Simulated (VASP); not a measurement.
# Cu3Pt: convergence with the k-mesh and plane-wave cutoff

Aim: find how far the k-mesh and plane-wave cutoff must be pushed for Cu3Pt, and what that costs. The series runs use PBEsol. The k-mesh tried: 2 2 2; 3 3 3; 4 4 4; 5 5 5; 7 7 7; 9 9 9; 11 11 11. The plane-wave cutoff tried: ENCUT = 180; ENCUT = 220; ENCUT = 270; ENCUT = 300; ENCUT = 340; ENCUT = 380; ENCUT = 470; ENCUT = 590. The start is a cell from a database of measured crystal structures.

Method: PBEsol; plane waves and PAW (Cu, Pt), in VASP 6.6.1.

## Step 1: The structure

Symmetry: Pm-3m, No. 221, cubic system. The conventional cell has a = 3.710 Å, b = 3.710 Å, c = 3.710 Å, α = 90.00°, β = 90.00°, γ = 90.00°. Nearest to Cu lie 4 Pt at 2.62 Å and 8 Cu at 2.62 Å. Nearest to Pt lie 12 Cu at 2.62 Å. Farther neighbours are not listed.

Coordinates:

```cif
data_structure
_symmetry_space_group_name_H-M 'P 1'
_symmetry_Int_Tables_number 1
_cell_length_a 3.7100
_cell_length_b 3.7100
_cell_length_c 3.7100
_cell_angle_alpha 90.000
_cell_angle_beta 90.000
_cell_angle_gamma 90.000
_cell_volume 51.06
loop_
_atom_site_label
_atom_site_type_symbol
_atom_site_fract_x
_atom_site_fract_y
_atom_site_fract_z
_atom_site_occupancy
Cu1 Cu 0.00000 0.50000 0.50000 1
Cu2 Cu 0.50000 0.00000 0.50000 1
Cu3 Cu 0.50000 0.50000 0.00000 1
Pt4 Pt 0.00000 0.00000 0.00000 1
```

## Step 2: K-mesh: 2 2 2

The sum over the zone converges with the mesh, fast for insulators and slowly for metals. PBEsol restores the gradient expansion of exchange and is tuned for the cells of solids.

Contents of INCAR:

```
SYSTEM = Cu3Pt
PREC = Accurate
ENCUT = 400
EDIFF = 1E-06
NELM = 100
ISMEAR = -1
SIGMA = 0.05
LREAL = .FALSE.
ALGO = Normal
GGA = PS
NBANDS = 27
LASPH = .TRUE.
LORBIT = 11
LWAVE = .FALSE.
LCHARG = .FALSE.
NCORE = 4
ISIF = 2
```

Contents of POSCAR:

```
Cu3Pt
1.0
    3.7100000000      0.0000000000      0.0000000000
    0.0000000000      3.7100000000      0.0000000000
    0.0000000000      0.0000000000      3.7100000000
Cu Pt
3 1
Direct
    0.0000000000      0.5000000000      0.5000000000
    0.5000000000      0.0000000000      0.5000000000
    0.5000000000      0.5000000000      0.0000000000
    0.0000000000      0.0000000000      0.0000000000
```

Contents of KPOINTS:

```
Automatic mesh
0
Gamma
2 2 2
0 0 0
```

PAW data sets: Cu and Pt (PBE family, release 64).

On the command line:

```sh
mpirun -np 4 vasp_std
```

The program printed:

```text
[banner, memory and clock lines left out]
running    4 mpi-ranks, on    1 nodes
 distrk:  each k-point on    4 cores,    1 groups
 distr:  one band on    4 cores,    1 groups

 POSCAR found type information on POSCAR CuPt
 POSCAR found :  2 types and       4 ions
|                                                                             |
|               ----> ADVICE to this user running VASP <----                  |
|                                                                             |
|     You enforced a specific xc type in the INCAR file but a different       |
|     [... a line on the potential file left out ...]
|     I HOPE YOU KNOW WHAT YOU ARE DOING!                                     |
|                                                                             |

 LDA part: xc-table for (Slater+PW92), standard interpolation
 POSCAR, INCAR and KPOINTS ok, starting setup
 FFT: planning ... GRIDC
 FFT: planning ... GRID_SOFT
 FFT: planning ... GRID
 WAVECAR not read
 entering main loop
       N       E                     dE             d eps       ncg     rms          rms(c)
DAV:   1     0.316628989974E+03    0.31663E+03   -0.16374E+04   224   0.210E+03
DAV:   2     0.549977525771E+01   -0.31113E+03   -0.30072E+03   216   0.388E+02
DAV:   3    -0.229136451230E+02   -0.28413E+02   -0.26989E+02   260   0.153E+02
DAV:   4    -0.237334351482E+02   -0.81979E+00   -0.81471E+00   288   0.303E+01
DAV:   5    -0.237479590735E+02   -0.14524E-01   -0.14520E-01   338   0.320E+00    0.197E+01
DAV:   6    -0.242393930009E+02   -0.49143E+00   -0.48713E+01   260   0.168E+02    0.146E+01
DAV:   7    -0.196427541848E+02    0.45966E+01   -0.19890E+01   279   0.901E+01    0.430E+00
DAV:   8    -0.194600261628E+02    0.18273E+00   -0.68700E-01   319   0.940E+00    0.163E+00
DAV:   9    -0.194298696445E+02    0.30157E-01   -0.33155E-02   287   0.221E+00    0.998E-01
DAV:  10    -0.194230287084E+02    0.68409E-02   -0.12722E-02   354   0.253E+00    0.556E-01
DAV:  11    -0.194223784654E+02    0.65024E-03   -0.71734E-03   324   0.216E+00    0.482E-01
DAV:  12    -0.194201838991E+02    0.21946E-02   -0.15872E-03   287   0.113E+00    0.509E-02
DAV:  13    -0.194200169934E+02    0.16691E-03   -0.24910E-04   322   0.228E-01    0.122E-02
DAV:  14    -0.194200109984E+02    0.59950E-05   -0.65697E-06   270   0.495E-02    0.751E-03
DAV:  15    -0.194200128543E+02   -0.18559E-05   -0.65709E-06   260   0.319E-02    0.151E-02
DAV:  16    -0.194200104577E+02    0.23966E-05   -0.20919E-06   127   0.225E-02    0.661E-03
DAV:  17    -0.194200100579E+02    0.39989E-06   -0.50359E-07   108   0.121E-02
   1 F= -.19420010E+02 E0= -.19367536E+02  d E =-.104948E+00
```

Run time: 1.6 s. Hardware: 4 MPI ranks of AMD EPYC 9R45, shared host; peak memory 0.32 GiB.

The logs omit lines about the potential files and the build; timing stands in the text.

From OUTCAR (step 2):

```text
ion  position               nearest neighbor table
   1  0.000  0.500  0.500-   2 2.62   3 2.62   4 2.62   3 2.62   4 2.62   2 2.62   4 2.62   4 2.62
                             2 2.62   3 2.62   3 2.62   2 2.62
   2  0.500  0.000  0.500-   1 2.62   3 2.62   4 2.62   3 2.62   4 2.62   1 2.62   3 2.62   3 2.62
                             1 2.62   4 2.62   4 2.62   1 2.62
   3  0.500  0.500  0.000-   1 2.62   2 2.62   4 2.62   1 2.62   2 2.62   2 2.62   4 2.62   2 2.62
                             1 2.62   4 2.62   1 2.62   4 2.62
   4  0.000  0.000  0.000-   1 2.62   2 2.62   3 2.62   1 2.62   2 2.62   1 2.62   3 2.62   1 2.62
                             2 2.62   3 2.62   2 2.62   3 2.62

  LATTYP: Found a simple cubic cell.
 ALAT       =     3.7100000000

 Subroutine GETGRP returns: Found 48 space group operations
 (whereof 48 operations were pure point group operations)

The static configuration has the point symmetry O_h .

 Found      4 irreducible k-points:

   k-points           NKPTS =      4   k-points in BZ     NKDIM =      4   number of bands    NBANDS=     27

   dimension x,y,z NGX =    24 NGY =   24 NGZ =   24
   dimension x,y,z NGXF=    48 NGYF=   48 NGZF=   48

   ENCUT  =  400.0 eV  29.40 Ry    5.42 a.u.   6.05  6.05  6.05*2*pi/ulx,y,z

   NELECT =      43.0000    total number of electrons

 k-points in reciprocal lattice and weights: Automatic mesh
   0.00000000  0.00000000  0.00000000       0.125
   0.50000000  0.00000000  0.00000000       0.375
   0.50000000  0.50000000  0.00000000       0.375
   0.50000000  0.50000000  0.50000000       0.125

 average (electrostatic) potential at core
       1 -62.8930       2 -62.8930       3 -62.8930       4 -65.3804

 E-fermi :   7.7081

 k-point     1 :       0.0000    0.0000    0.0000
  band No.  band energies     occupation
    ...
     17       7.1343      1.99998
     18       7.1343      1.99998
     19       7.6805      1.26962
     20       7.6805      1.26962
     21       7.6805      1.26962
     22       9.8421      0.00000
     23       9.8421      0.00000
     24       9.8421      0.00000
     25      15.0205      0.00000
     26      16.7757      0.00000
    ...

 k-point     2 :       0.5000    0.0000    0.0000
  band No.  band energies     occupation
    ...
     18       6.1065      2.00000
     19       6.4793      2.00000
     20       6.5107      2.00000
     21       6.6921      2.00000
     22       7.6259      1.67606
     23      14.5610      0.00000
     24      14.5610      0.00000
     25      15.5012      0.00000
     26      15.5012      0.00000
     27      15.5996      0.00000

 k-point     3 :       0.5000    0.5000    0.0000
  band No.  band energies     occupation
    ...
     18       6.2140      2.00000
     19       6.3205      2.00000
     20       6.3205      2.00000
     21       7.7126      0.95510
     22       7.7126      0.95510
     23       8.6363      0.00000
     24       9.6772      0.00000
     25      17.0181      0.00000
     26      18.1677      0.00000
     27      18.1677      0.00000

  Total       -1.9585985     -1.9585985     -1.9585985     -0.0000000      0.0000000      0.0000000
  in kB      -61.4517533    -61.4517533    -61.4517533     -0.0000000      0.0000000      0.0000000
  external PRESSURE =     -61.4517533 kB  Pullay stress =       0.0000000 kB

  energy-cutoff  :      400.00
  volume of cell :       51.06
      direct lattice vectors                 reciprocal lattice vectors
     3.710000000  0.000000000  0.000000000     0.269541779  0.000000000  0.000000000
     0.000000000  3.710000000  0.000000000     0.000000000  0.269541779  0.000000000
     0.000000000  0.000000000  3.710000000     0.000000000  0.000000000  0.269541779

 POSITION                                       TOTAL-FORCE (eV/Angst)
 -----------------------------------------------------------------------------------
      0.00000      1.85500      1.85500         0.000000      0.000000      0.000000
      1.85500      0.00000      1.85500         0.000000      0.000000      0.000000
      1.85500      1.85500      0.00000         0.000000      0.000000      0.000000
      0.00000      0.00000      0.00000         0.000000      0.000000      0.000000
 -----------------------------------------------------------------------------------
    total drift:                                0.000000     -0.000000     -0.000000

  FREE ENERGIE OF THE ION-ELECTRON SYSTEM (eV)
  ---------------------------------------------------
  free  energy   TOTEN  =       -19.4200100579 eV

  energy  without entropy=      -19.3150624711  energy(sigma->0) =      -19.36753626

 total charge
# of ion       s       p       d       tot
------------------------------------------
    1        0.438   0.408   9.112   9.958
    2        0.438   0.408   9.112   9.958
    3        0.438   0.408   9.112   9.958
    4        0.639   0.619   8.081   9.339
--------------------------------------------------
tot          1.952   1.843  35.416  39.212

[... 1 further part left out ...]
```

This run has no spin polarisation. Its electron count is odd, so without a moment it is a metal by construction. The PAW data sets were made with PBE, which is usual practice but a small mismatch for other functionals.

This step gave:

- SCF cycles: 17
- electrons: 43
- bands: 27
- irreducible k-points: 4
- symmetry operations: 48
- free energy (TOTEN): -19.42 eV
- energy at zero smearing: -19.37 eV
- Fermi energy: 7.708 eV
- pressure: -6.145 GPa
- metallic: yes

The series starts at -4.8419 eV an atom and -6.15 GPa, after 17 cycles in 1.6 s.

## Step 3: K-mesh: 3 3 3

INCAR: that of step 2 with these lines changed.

```diff
@@ -15,3 +15,4 @@
 LCHARG = .FALSE.
-NCORE = 4
+KPAR = 2
+NCORE = 2
 ISIF = 2
```

POSCAR is that of step 2.

Contents of KPOINTS:

```
Automatic mesh
0
Gamma
3 3 3
0 0 0
```

On the command line:

```sh
mpirun -np 4 vasp_std
```

The program printed:

```text
[banner, memory and clock lines left out]
running    4 mpi-ranks, on    1 nodes
[...]
[... a notice as in an earlier step ...]

 LDA part: xc-table for (Slater+PW92), standard interpolation
 POSCAR, INCAR and KPOINTS ok, starting setup
[...]
entering main loop
       N       E                     dE             d eps       ncg     rms          rms(c)
DAV:   1     0.298671625728E+03    0.29867E+03   -0.16778E+04   232   0.212E+03
DAV:   2     0.325147347288E+01   -0.29542E+03   -0.28500E+03   216   0.380E+02
DAV:   3    -0.231283054311E+02   -0.26380E+02   -0.25224E+02   247   0.151E+02
DAV:   4    -0.239083862378E+02   -0.78008E+00   -0.77160E+00   272   0.291E+01
[...]
DAV:  13    -0.203562714383E+02    0.81202E-05   -0.43879E-05   314   0.144E-01    0.101E-02
DAV:  14    -0.203562695685E+02    0.18698E-05   -0.35805E-06   178   0.280E-02    0.522E-03
DAV:  15    -0.203562694457E+02    0.12283E-06   -0.49226E-06   197   0.217E-02
   1 F= -.20356269E+02 E0= -.20341564E+02  d E =-.294103E-01
```

Elapsed: 1.4 s, on 4 MPI ranks; peak memory 0.39 GiB; 4.2 s of CPU time.

From OUTCAR (step 3):

```text
  Total       -1.8836237     -1.8836237     -1.8836237      0.0000000      0.0000000      0.0000000
  in kB      -59.0993889    -59.0993889    -59.0993889      0.0000000      0.0000000      0.0000000
  external PRESSURE =     -59.0993889 kB  Pullay stress =       0.0000000 kB

  FREE ENERGIE OF THE ION-ELECTRON SYSTEM (eV)
  ---------------------------------------------------
  free  energy   TOTEN  =       -20.3562694457 eV

  energy  without entropy=      -20.3268591280  energy(sigma->0) =      -20.34156429

[... 3 parts as in an earlier step ...]

[... 1 further part left out ...]
[key lines of the parts left out:]
E-fermi :   8.4101
```

Against the run before the energy moves by -243.51 meV an atom and the pressure by +0.24 GPa, after 15 cycles in 1.4 s.

## Step 4: K-mesh: 4 4 4

INCAR: that of step 3 with these lines changed.

```diff
@@ -15,4 +15,3 @@
 LCHARG = .FALSE.
-KPAR = 2
-NCORE = 2
+KPAR = 4
 ISIF = 2
```

POSCAR is that of step 3.

Contents of KPOINTS:

```
Automatic mesh
0
Gamma
4 4 4
0 0 0
```

On the command line:

```sh
mpirun -np 4 vasp_std
```

The program printed:

```text
[banner, memory and clock lines left out]
running    4 mpi-ranks, on    1 nodes
[...]
[... a notice as in an earlier step ...]

 LDA part: xc-table for (Slater+PW92), standard interpolation
 POSCAR, INCAR and KPOINTS ok, starting setup
[...]
entering main loop
       N       E                     dE             d eps       ncg     rms          rms(c)
DAV:   1     0.313792196746E+03    0.31379E+03   -0.16585E+04   580   0.208E+03
DAV:   2     0.530327732644E+01   -0.30849E+03   -0.29656E+03   543   0.388E+02
DAV:   3    -0.233315421976E+02   -0.28635E+02   -0.27145E+02   623   0.156E+02
DAV:   4    -0.242127215165E+02   -0.88118E+00   -0.87705E+00   783   0.311E+01
[...]
DAV:  14    -0.204144814091E+02    0.50602E-05   -0.32991E-06   441   0.395E-02    0.117E-02
DAV:  15    -0.204144802879E+02    0.11212E-05   -0.10851E-05   715   0.287E-02    0.162E-03
DAV:  16    -0.204144803846E+02   -0.96697E-07   -0.41415E-07   297   0.915E-03
   1 F= -.20414480E+02 E0= -.20398986E+02  d E =-.309879E-01
```

Run time: 2.4 s. Hardware: 4 MPI ranks; peak memory 0.45 GiB; 7.9 s of CPU time.

From OUTCAR (step 4):

```text
  Total       -2.3378992     -2.3378992     -2.3378992      0.0000000      0.0000000     -0.0000000
  in kB      -73.3524530    -73.3524530    -73.3524530      0.0000000      0.0000000     -0.0000000
  external PRESSURE =     -73.3524530 kB  Pullay stress =       0.0000000 kB

  FREE ENERGIE OF THE ION-ELECTRON SYSTEM (eV)
  ---------------------------------------------------
  free  energy   TOTEN  =       -20.4144803846 eV

  energy  without entropy=      -20.3834925002  energy(sigma->0) =      -20.39898644

[... 2 parts as in an earlier step ...]

[... 2 further parts left out ...]
[key lines of the parts left out:]
E-fermi :   7.8588
```

Against the run before the energy moves by -14.36 meV an atom and the pressure by -1.43 GPa, after 16 cycles in 2.4 s.

## Step 5: K-mesh: 5 5 5

INCAR is that of step 4.

POSCAR is that of step 4.

Contents of KPOINTS:

```
Automatic mesh
0
Gamma
5 5 5
0 0 0
```

On the command line:

```sh
mpirun -np 4 vasp_std
```

The program printed:

```text
[... set-up lines as in an earlier step ...]
 entering main loop
       N       E                     dE             d eps       ncg     rms          rms(c)
DAV:   1     0.314251950055E+03    0.31425E+03   -0.16219E+04   556   0.210E+03
DAV:   2     0.483967356810E+01   -0.30941E+03   -0.29862E+03   543   0.387E+02
DAV:   3    -0.231847531437E+02   -0.28024E+02   -0.26757E+02   616   0.151E+02
DAV:   4    -0.241337872633E+02   -0.94903E+00   -0.94239E+00   789   0.316E+01
[...]
DAV:  13    -0.203996251729E+02   -0.25793E-06   -0.33175E-05   743   0.737E-02    0.132E-02
DAV:  14    -0.203996218946E+02    0.32783E-05   -0.36352E-06   448   0.379E-02    0.907E-03
DAV:  15    -0.203996214501E+02    0.44452E-06   -0.95849E-06   581   0.305E-02
   1 F= -.20399621E+02 E0= -.20393094E+02  d E =-.130540E-01
```

Elapsed: 2.6 s, on 4 MPI ranks; peak memory 0.45 GiB.

OUTCAR, selected parts (step 5):

```text
  Total       -1.9507661     -1.9507661     -1.9507661     -0.0000000     -0.0000000     -0.0000000
  in kB      -61.2060067    -61.2060067    -61.2060067     -0.0000000     -0.0000000     -0.0000000
  external PRESSURE =     -61.2060067 kB  Pullay stress =       0.0000000 kB

  FREE ENERGIE OF THE ION-ELECTRON SYSTEM (eV)
  ---------------------------------------------------
  free  energy   TOTEN  =       -20.3996214501 eV

  energy  without entropy=      -20.3865674393  energy(sigma->0) =      -20.39309444

[... 3 parts as in an earlier step ...]

[... 1 further part left out ...]
[key lines of the parts left out:]
E-fermi :   8.0921
```

Against the run before the energy moves by +1.47 meV an atom and the pressure by +1.21 GPa, after 15 cycles in 2.6 s.

## Step 6: K-mesh: 7 7 7

INCAR is that of step 5.

POSCAR is that of step 5.

Contents of KPOINTS:

```
Automatic mesh
0
Gamma
7 7 7
0 0 0
```

On the command line:

```sh
mpirun -np 4 vasp_std
```

The program printed:

```text
[... set-up lines as in an earlier step ...]
 entering main loop
       N       E                     dE             d eps       ncg     rms          rms(c)
DAV:   1     0.305890161232E+03    0.30589E+03   -0.16493E+04  1168   0.209E+03
DAV:   2     0.385776038418E+01   -0.30203E+03   -0.29115E+03  1086   0.381E+02
DAV:   3    -0.232515531901E+02   -0.27109E+02   -0.25713E+02  1244   0.148E+02
DAV:   4    -0.241082801318E+02   -0.85673E+00   -0.85218E+00  1484   0.296E+01
[...]
DAV:  13    -0.203862614913E+02    0.61661E-06   -0.28060E-05  1304   0.676E-02    0.146E-02
DAV:  14    -0.203862578955E+02    0.35958E-05   -0.37411E-06   814   0.434E-02    0.804E-03
DAV:  15    -0.203862580017E+02   -0.10617E-06   -0.89208E-06  1090   0.237E-02
   1 F= -.20386258E+02 E0= -.20377173E+02  d E =-.181710E-01
```

Elapsed: 3.2 s, on 4 MPI ranks; peak memory 0.48 GiB; 11 s of CPU time.

From OUTCAR (step 6):

```text
  Total       -1.9569632     -1.9569632     -1.9569632      0.0000000      0.0000000      0.0000000
  in kB      -61.4004442    -61.4004442    -61.4004442      0.0000000      0.0000000      0.0000000
  external PRESSURE =     -61.4004442 kB  Pullay stress =       0.0000000 kB

  FREE ENERGIE OF THE ION-ELECTRON SYSTEM (eV)
  ---------------------------------------------------
  free  energy   TOTEN  =       -20.3862580017 eV

  energy  without entropy=      -20.3680870513  energy(sigma->0) =      -20.37717253

[... 2 parts as in an earlier step ...]

[... 2 further parts left out ...]
[key lines of the parts left out:]
E-fermi :   8.0209
```

Against the run before the energy moves by +3.98 meV an atom and the pressure by -0.02 GPa, after 15 cycles in 3.2 s.

## Step 7: K-mesh: 9 9 9

INCAR is that of step 6.

POSCAR is that of step 6.

Contents of KPOINTS:

```
Automatic mesh
0
Gamma
9 9 9
0 0 0
```

On the command line:

```sh
mpirun -np 4 vasp_std
```

The program printed:

```text
[... set-up lines as in an earlier step ...]
 entering main loop
       N       E                     dE             d eps       ncg     rms          rms(c)
DAV:   1     0.312652931552E+03    0.31265E+03   -0.16461E+04  1986   0.208E+03
DAV:   2     0.489763037178E+01   -0.30776E+03   -0.29678E+03  1905   0.387E+02
DAV:   3    -0.231772652306E+02   -0.28075E+02   -0.26697E+02  2220   0.153E+02
DAV:   4    -0.241122657412E+02   -0.93500E+00   -0.92764E+00  2579   0.316E+01
[...]
DAV:  13    -0.203911461133E+02    0.37830E-05   -0.29978E-05  2443   0.790E-02    0.143E-02
DAV:  14    -0.203911426650E+02    0.34484E-05   -0.72494E-06  2046   0.426E-02    0.612E-03
DAV:  15    -0.203911429920E+02   -0.32706E-06   -0.48925E-06  1778   0.224E-02
   1 F= -.20391143E+02 E0= -.20383614E+02  d E =-.150572E-01
```

The job ended after 4.4 s (4 MPI ranks; peak memory 0.51 GiB).

Parts of OUTCAR (step 7):

```text
  Total       -1.9880522     -1.9880522     -1.9880522     -0.0000000     -0.0000000     -0.0000000
  in kB      -62.3758731    -62.3758731    -62.3758731     -0.0000000     -0.0000000     -0.0000000
  external PRESSURE =     -62.3758731 kB  Pullay stress =       0.0000000 kB

  FREE ENERGIE OF THE ION-ELECTRON SYSTEM (eV)
  ---------------------------------------------------
  free  energy   TOTEN  =       -20.3911429920 eV

  energy  without entropy=      -20.3760858012  energy(sigma->0) =      -20.38361440

[... 2 parts as in an earlier step ...]

[... 2 further parts left out ...]
[key lines of the parts left out:]
E-fermi :   8.0057
```

Against the run before the energy moves by -1.61 meV an atom and the pressure by -0.10 GPa, after 15 cycles in 4.4 s.

(Continued in part 2 of 3.)

[Lines on the potential files, build, host, timing and source positions are cut from VASP's logs without a mark.]

[Logs are printed without paths, hosts, clocks, repeated set-up lines and the standing remarks that a program may print on its own settings, such as how far it seeks lower states.]

[Hosts, paths, dates, database ids (printed as entryN), source tags and the programs' standing remarks are cut or masked in the printed files.]

[A measured line is paired with the nearest computed mode of its activity, which favours agreement.]
